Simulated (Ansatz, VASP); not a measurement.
# GaN: VASP beside Ansatz, part 3 of 3

Aim: how closely do two programs agree when they are given the same cell, functional and k mesh? The cell is taken from a series of runs on this material, whose earlier steps may have relaxed, scaled, displaced or heated it; both programs get it as it stands.

VASP 6.6.1 and Ansatz 0.2.0.

So far: The structure; Ansatz: zone-centre phonons, PBE, pair 1; VASP: zone-centre phonons, PBE, pair 1; Side by side.

### 5. VASP: zone-centre phonons, PBE, pair 2

Level of this step: PBE; plane waves and PAW (N, Ga_d) (VASP).

Second derivatives magnify differences that forces hide, and they need a tight electronic threshold. The cell compared in this pair holds 24.47 Å³, against 24.00 Å³ for the pair before.

Input file INCAR:

```
SYSTEM = GaN
PREC = Accurate
ENCUT = 600
EDIFF = 1E-08
NELM = 120
ISMEAR = 0
SIGMA = 0.01
LREAL = .FALSE.
ALGO = Normal
GGA = PE
NBANDS = 15
LORBIT = 11
LWAVE = .FALSE.
LCHARG = .FALSE.
ISIF = 2
IBRION = 8
LEPSILON = .TRUE.
LASPH = .TRUE.
GGA_COMPAT = .FALSE.
EFERMI = MIDGAP
KPAR = 2
```

Input file POSCAR:

```
GaN
1.0
    0.0000000000      2.3043440467      2.3043440467
    2.3043440467      0.0000000000      2.3043440467
    2.3043440467      2.3043440467      0.0000000000
N Ga
1 1
Direct
    0.2500000000      0.2500000000      0.2500000000
    0.0000000000      0.0000000000      0.0000000000
```

Input file KPOINTS:

```
Automatic mesh
0
Gamma
16 16 16
0 0 0
```

PAW data sets: N and Ga_d (PBE family, release 64).

On the command line:

```
$ mpirun -np 2 vasp_std
```

Numbers of over 12 decimals in the logs are rounded to 6 here.

What it wrote:

```text
[... set-up lines as in an earlier step ...]
 entering main loop
       N       E                     dE             d eps       ncg     rms          rms(c)
DAV:   1     0.926341949130E+02    0.92634E+02   -0.10261E+04  4756   0.228E+03
DAV:   2    -0.667183775188E+01   -0.99306E+02   -0.92895E+02  4966   0.366E+02
DAV:   3    -0.139310968730E+02   -0.72593E+01   -0.72210E+01  4847   0.835E+01
DAV:   4    -0.140363122551E+02   -0.10522E+00   -0.10519E+00  5583   0.111E+01
[...]
DAV:  13    -0.121373204532E+02   -0.13839E-07   -0.11313E-06  5603   0.109E-02    0.896E-04
DAV:  14    -0.121373204222E+02    0.30981E-07   -0.40643E-08  5376   0.252E-03    0.786E-04
DAV:  15    -0.121373204317E+02   -0.94669E-08   -0.36085E-09  3708   0.597E-04
   1 F= -.12137320E+02 E0= -.12137320E+02  d E =0.000000E+00
 Linear response reoptimize wavefunctions to high precision
DAV:   1    -0.121373204397E+02   -0.80322E-08   -0.53612E-10  3484   0.278E-04
DAV:   2    -0.121373204397E+02   -0.50022E-11   -0.90523E-11  2882   0.102E-04
 Linear response G [H, r] |phi>, progress :
  Direction:   1
[...]
RMM:  13    -0.231731831865E+00    0.37961E-08    0.30071E-08 27803   0.775E-05    0.859E-08
 first order change of Fermi-energy   0.72349E+00
 force on displaced ion       1 direction 1 : -10.041   0.000   0.000
 Born effective charge ion    1 direction 1 :  -2.703   0.000   0.000
 Linear response progress:
  Degree of freedom:   2/  2
       N       E                     dE             d eps       ncg     rms          rms(c)
RMM:   1    -0.160751228471E+00   -0.16075E+00    0.18957E-01 23842   0.853E+00
RMM:   2    -0.159233697453E+00    0.15175E-02   -0.29806E-02 36365   0.161E+00    0.522E-02
RMM:   3    -0.159370304587E+00   -0.13661E-03   -0.23816E-03 37137   0.398E-01    0.322E-02
RMM:   4    -0.158935339878E+00    0.43496E-03   -0.19135E-04 38695   0.123E-01    0.343E-03
[...]
RMM:  13    -0.158947448699E+00   -0.73176E-07    0.24732E-07 39721   0.103E-04    0.410E-07
RMM:  14    -0.158947457403E+00   -0.87040E-08    0.18101E-07 31667   0.925E-05    0.108E-07
RMM:  15    -0.158947470208E+00   -0.12805E-07    0.57757E-08 25351   0.877E-05    0.546E-08
 first order change of Fermi-energy  -0.72320E+00
 force on displaced ion       2 direction 1 : -10.033  -0.000  -0.000
 Born effective charge ion    2 direction 1 :   2.703   0.000   0.000
 Born effective charges drift removed
 Linear response finished
```

OUTCAR, selected parts (step 5):

```text
  Total       -0.9487349     -0.9487349     -0.9487349      0.0000000      0.0000000     -0.0000000
  in kB      -62.1131412    -62.1131412    -62.1131412      0.0000000      0.0000000     -0.0000000
  external PRESSURE =     -62.1131412 kB  Pullay stress =       0.0000000 kB

 POSITION                                       TOTAL-FORCE (eV/Angst)
 -----------------------------------------------------------------------------------
      1.15217      1.15217      1.15217         0.000000      0.000000      0.000000
      0.00000      0.00000      0.00000        -0.000000     -0.000000     -0.000000
 -----------------------------------------------------------------------------------
    total drift:                                0.000000      0.000000      0.000000

 MACROSCOPIC STATIC DIELECTRIC TENSOR (including local field effects in DFT)
 ------------------------------------------------------
           6.439466     0.000000     0.000000
           0.000000     6.439466     0.000000
          -0.000000    -0.000000     6.439466
 ------------------------------------------------------

 MACROSCOPIC STATIC DIELECTRIC TENSOR IONIC CONTRIBUTION
 ------------------------------------------------------
           5.381808     0.000000     0.000000
           0.000000     5.381808     0.000000
           0.000000     0.000000     5.381808
 ------------------------------------------------------

[... 1 part as in an earlier step ...]

[... 1 further part left out ...]
```

### 6. Ansatz: zone-centre phonons, PBE, pair 2

The same cell, functional and mesh now go to Ansatz, which takes its cutoff from its data sets.

The cell is taken from a series of runs on this material, whose earlier steps may have relaxed, scaled, displaced or heated it; both programs get it as it stands.

Input file input.yaml:

```yaml
crystal:
  lattice:
    - [0.0, 2.3043440467, 2.3043440467]
    - [2.3043440467, 0.0, 2.3043440467]
    - [2.3043440467, 2.3043440467, 0.0]
  atoms:
    - { symbol: "N", position: [0.25, 0.25, 0.25] }
    - { symbol: Ga, position: [0.0, 0.0, 0.0] }
kpoints:
  mp_grid: { grid: [16, 16, 16] }
hamiltonian:
  xc: pbe
  pseudopotentials: { kind: paw, azcp: { folder: soft_1 } }
scf:
  occupations: { method: fixed }
output:
  eigenvalues: true
phonons:
  method: dfpt
  dielectric: true
  rigid_motions: translations
```

On the command line:

```
$ ansatz run input.yaml --threads 4 --pin off --max-ram 10240MiB --backend cpu --events-out ev --progress --plain --runs-dir out
```

What it wrote:

```text
[...]
Crystal: 2 atoms, lattice volume = 24.472 Å³
Basis set: ecut = 420 eV, 531 PW (Γ), exchange–correlation on 48×48×48 points (8 copies of the dense FFT grid, shifted against one another)
Bands: 13, of which v1, the nominal top of the filled ones, is band 9 counted from 1 (8 counted from 0)
Symmetry: 24 space group operations
k-points: 621 of 4096 (irreducible under 4 space group operations, time reversal used)
[...]
optical modes at Γ + LO–TO along q̂ = [1.0000, 0.0000, 0.0000]:
      ω (cm⁻¹)  modes    IR ((D/Å)²/amu)
[...]
optical modes at Γ + LO–TO along q̂ = [0.0000, 1.0000, 0.0000]:
      ω (cm⁻¹)  modes    IR ((D/Å)²/amu)
        486.49      2            28.9681
        657.34      1            14.4841
  optical modes at Γ + LO–TO along q̂ = [0.0000, 0.0000, 1.0000]:
      ω (cm⁻¹)  modes    IR ((D/Å)²/amu)
        486.49      2            28.9681
        657.34      1            14.4841
[key lines of the parts left out:]
SCF converged after 9 iterations
Free energy (F): -4167.894307 eV
Fermi energy:    8.656839 eV
```

### 7. Side by side

Both answers:

```csv
quantity,Ansatz,VASP,difference
ε∞ xx,6.46,6.44,+0.31 %
ε∞ yy,6.46,6.44,+0.31 %
ε∞ zz,6.46,6.44,+0.31 %
Born charge of N1 (mean of the diagonal) (e),-2.71,-2.70,0.00
Born charge of Ga2 (mean of the diagonal) (e),2.71,2.70,0.00
optical mode 1 to 3 (cm⁻¹),486.5,483.9,+0.54 %
```

Modes are paired by rising frequency, not by their patterns, so a pair may set unlike modes beside each other; they are those without the splitting of longitudinal modes.

### 8. Outcome

```json
{
 "r.m.s. difference of the optical zone-centre modes, each program's sorted by frequency (zone-centre phonons, PBE, pair 1)": "3.0 cm⁻¹",
 "difference in optical mode 1 to 3 (zone-centre phonons, PBE, pair 1)": "+0.6 %",
 "r.m.s. difference of the optical zone-centre modes, each program's sorted by frequency (zone-centre phonons, PBE, pair 2)": "2.6 cm⁻¹",
 "difference in optical mode 1 to 3 (zone-centre phonons, PBE, pair 2)": "+0.5 %"
}
```

What this shows: The r.m.s. difference of the optical zone-centre modes, each program's sorted by frequency is 3.0 cm⁻¹ (zone-centre phonons, PBE, pair 1). Among the rows given in per cent, the largest difference of the zone-centre phonons, PBE, pair 1 pair is in optical mode 1 to 3, +0.6 %. Among the rows given in per cent, the largest difference of the zone-centre phonons, PBE, pair 2 pair is in optical mode 1 to 3, +0.5 %. Such differences can come from data sets, numerical settings and the points named under the comparisons, not from the functional's error against experiment.

[Lines on the potential files, build, host, timing and source positions are cut from VASP's logs without a mark.]

[Logs are printed without paths, hosts, clocks, repeated set-up lines and the standing remarks that a program may print on its own settings, such as how far it seeks lower states.]

[Hosts, paths, dates, database ids (printed as entryN), source tags and the programs' standing remarks are cut or masked in the printed files.]
